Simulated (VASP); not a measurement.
VASP input:

### POSCAR
```
Rh
1
    0.0000000000     1.9380000000     1.9380000000
    1.9380000000     0.0000000000     1.9380000000
    1.9380000000     1.9380000000     0.0000000000
Rh
1
Direct
  0.0000000000   0.0000000000   0.0000000000
```

**KPOINTS**
```
Automatic mesh
0
Gamma
12 12 12
0 0 0
```

### INCAR
```
SYSTEM = Rh
PREC = Accurate
ENCUT = 400
EDIFF = 1E-6
NELM = 100
ALGO = Normal
LREAL = .FALSE.
LASPH = .TRUE.
ISMEAR = 1
SIGMA = 0.1
GGA = PE
LMAXMIX = 4
LWAVE = .FALSE.
LCHARG = .FALSE.
ISIF = 2
LEPSILON = .TRUE.
```

POTCAR, in this order: Rh_pv (PBE.64 set). Program: vasp_std.

Output of the run:

**standard output**
```
...
RMM:   1    -0.432501268252E+01   -0.43250E+01   -0.38831E+01  2558   0.102E+01
RMM:   2    -0.478334143337E+01   -0.45833E+00   -0.21002E-02  2577   0.103E+00
RMM:   3    -0.478349790722E+01   -0.15647E-03   -0.15237E-03  2598   0.222E-01
RMM:   4    -0.478351233098E+01   -0.14424E-04   -0.19247E-04  2533   0.580E-02
RMM:   5    -0.478351615110E+01   -0.38201E-05   -0.30136E-05  2486   0.176E-02
RMM:   6    -0.478351579385E+01    0.35725E-06   -0.13155E-06  1754   0.438E-03
 change of polarisation eV/A/(eV/A) component  3 :     3.713    -2.250     9.567
 dielectric tensor                  component  3 :    46.157   -27.962   119.919
 Linear response to external field, progress :
  Direction:   1
       N       E                     dE             d eps       ncg     rms          rms(c)
RMM:   1    -0.429317805893E+02   -0.42932E+02   -0.41075E+02  5965   0.113E+01
RMM:   2    -0.344865623714E+02    0.84452E+01   -0.21729E-01  5923   0.129E+00    0.259E+00
RMM:   3    -0.344148847922E+02    0.71678E-01   -0.31007E-02  5479   0.243E+00    0.142E+00
RMM:   4    -0.344728522564E+02   -0.57967E-01   -0.36436E-02  5768   0.267E+00    0.294E-01
RMM:   5    -0.344863334487E+02   -0.13481E-01   -0.63313E-03  5857   0.981E-01    0.455E-02
RMM:   6    -0.344875685718E+02   -0.12351E-02   -0.11464E-03  5829   0.335E-01    0.386E-02
RMM:   7    -0.344875368809E+02    0.31691E-04   -0.10747E-04  5754   0.150E-01    0.191E-02
RMM:   8    -0.344881307468E+02   -0.59387E-03   -0.57095E-05  6026   0.719E-02    0.610E-03
RMM:   9    -0.344881531258E+02   -0.22379E-04    0.11988E-05  6864   0.231E-02    0.471E-03
RMM:  10    -0.344880739633E+02    0.79162E-04   -0.44017E-05  5690   0.688E-03    0.388E-04
RMM:  11    -0.344880704219E+02    0.35414E-05   -0.11704E-05  4823   0.182E-03    0.468E-04
RMM:  12    -0.344880702490E+02    0.17292E-06    0.39494E-06  2173   0.742E-04    0.345E-04
 change of polarisation eV/A/(eV/A) component  1 :    68.743    63.454     3.814
 dielectric tensor                  component  1 :   855.480   788.739    47.406
 Linear response to external field, progress :
  Direction:   2
       N       E                     dE             d eps       ncg     rms          rms(c)
RMM:   1    -0.429313551571E+02   -0.42931E+02   -0.41075E+02  5976   0.113E+01
RMM:   2    -0.344862267057E+02    0.84451E+01   -0.21723E-01  5927   0.128E+00    0.259E+00
RMM:   3    -0.344144565013E+02    0.71770E-01   -0.31344E-02  5473   0.243E+00    0.142E+00
RMM:   4    -0.344725760737E+02   -0.58120E-01   -0.36668E-02  5759   0.267E+00    0.295E-01
RMM:   5    -0.344860496177E+02   -0.13474E-01   -0.62880E-03  5860   0.982E-01    0.458E-02
RMM:   6    -0.344872934508E+02   -0.12438E-02   -0.11532E-03  5821   0.335E-01    0.387E-02
RMM:   7    -0.344872546319E+02    0.38819E-04   -0.68608E-05  5750   0.150E-01    0.188E-02
RMM:   8    -0.344878526408E+02   -0.59801E-03   -0.54424E-05  6007   0.715E-02    0.610E-03
RMM:   9    -0.344878775236E+02   -0.24883E-04   -0.60676E-05  6857   0.230E-02    0.458E-03
RMM:  10    -0.344877956283E+02    0.81895E-04    0.63175E-06  5715   0.668E-03    0.369E-04
RMM:  11    -0.344877930510E+02    0.25774E-05   -0.37422E-05  4785   0.181E-03    0.431E-04
RMM:  12    -0.344877927414E+02    0.30954E-06    0.69889E-06  2120   0.709E-04    0.346E-04
 change of polarisation eV/A/(eV/A) component  2 :    63.568    68.742    -2.302
 dielectric tensor                  component  2 :   790.161   855.473   -28.610
 Linear response to external field, progress :
  Direction:   3
       N       E                     dE             d eps       ncg     rms          rms(c)
RMM:   1    -0.429313779108E+02   -0.42931E+02   -0.41075E+02  5974   0.113E+01
RMM:   2    -0.344862474950E+02    0.84451E+01   -0.21725E-01  5927   0.128E+00    0.259E+00
RMM:   3    -0.344144772143E+02    0.71770E-01   -0.31342E-02  5471   0.243E+00    0.142E+00
RMM:   4    -0.344725955882E+02   -0.58118E-01   -0.36634E-02  5760   0.267E+00    0.295E-01
RMM:   5    -0.344860660218E+02   -0.13470E-01   -0.62826E-03  5857   0.982E-01    0.458E-02
RMM:   6    -0.344873155727E+02   -0.12496E-02   -0.11508E-03  5820   0.335E-01    0.387E-02
RMM:   7    -0.344872754807E+02    0.40092E-04   -0.71897E-05  5752   0.150E-01    0.188E-02
RMM:   8    -0.344878741398E+02   -0.59866E-03   -0.32408E-05  6005   0.714E-02    0.610E-03
RMM:   9    -0.344878977236E+02   -0.23584E-04   -0.34607E-05  6853   0.230E-02    0.459E-03
RMM:  10    -0.344878200871E+02    0.77637E-04    0.77378E-05  5712   0.668E-03    0.371E-04
RMM:  11    -0.344878138322E+02    0.62549E-05    0.49492E-05  4778   0.181E-03    0.430E-04
RMM:  12    -0.344878135308E+02    0.30136E-06   -0.10079E-07  2106   0.710E-04    0.343E-04
 change of polarisation eV/A/(eV/A) component  3 :     3.856    57.374    68.742
 dielectric tensor                  component  3 :    47.932   713.161   855.473
 Born effective charges drift removed
```

File OUTCAR:
```
------------------------ aborting loop because EDIFF is reached ----------------------------------------

 HEAD OF MICROSCOPIC STATIC DIELECTRIC TENSOR (INDEPENDENT PARTICLE, excluding Hartree and local field effects)
 ------------------------------------------------------
         858.205418     0.000000     0.000000
           0.000000   858.205418     0.000000
          -0.000000     0.000000   858.205418
 ------------------------------------------------------

 MACROSCOPIC STATIC DIELECTRIC TENSOR (including local field effects in DFT)
 ------------------------------------------------------
         855.475310    -0.000000     0.000000
          -0.000000   855.475310     0.000000
          -0.000000    -0.000000   855.475310
 ------------------------------------------------------

 PIEZOELECTRIC TENSOR (including local field effects)  for field in x, y, z        (e  Angst)
          XX          YY          ZZ          XY          YZ          ZX
  --------------------------------------------------------------------------------
  x     0.00000     0.00000     0.00000     0.00000     0.00000     0.00000
  y     0.00000     0.00000     0.00000     0.00000     0.00000     0.00000
  z     0.00000     0.00000     0.00000     0.00000     0.00000     0.00000

 PIEZOELECTRIC TENSOR (including local field effects)  for field in x, y, z        (C/m^2)
          XX          YY          ZZ          XY          YZ          ZX
  --------------------------------------------------------------------------------
  x     0.00000     0.00000     0.00000     0.00000     0.00000     0.00000
  y     0.00000     0.00000     0.00000     0.00000     0.00000     0.00000
  z     0.00000     0.00000     0.00000     0.00000     0.00000     0.00000

 BORN EFFECTIVE CHARGES (including local field effects) (in |e|, cummulative output)
 ---------------------------------------------------------------------------------
 ion    1
    1     0.00000     0.00000     0.00000
    2     0.00000     0.00000     0.00000
    3     0.00000     0.00000     0.00000
```
(Selected blocks of OUTCAR.)

**Question.** The run ends quietly. Is anything wrong with it?

**Answer.** The cause: LEPSILON was set for a metal. The run ends without an error. Against the sound run, the energy per atom (σ→0) stays essentially unchanged; the pressure stays essentially unchanged. To mend it, drop LEPSILON, since a metal has no finite static dielectric tensor or Born charges. The plain static run on this cell (PBE GGA, plane waves, VASP's PBE PAW potentials (set 64)) converges, and its OSZICAR ends with
```
   1 F= -.72452808E+01 E0= -.72455113E+01  d E =0.691647E-03
```

The compound is Rh in the fcc structure. The cell was not relaxed at this level.
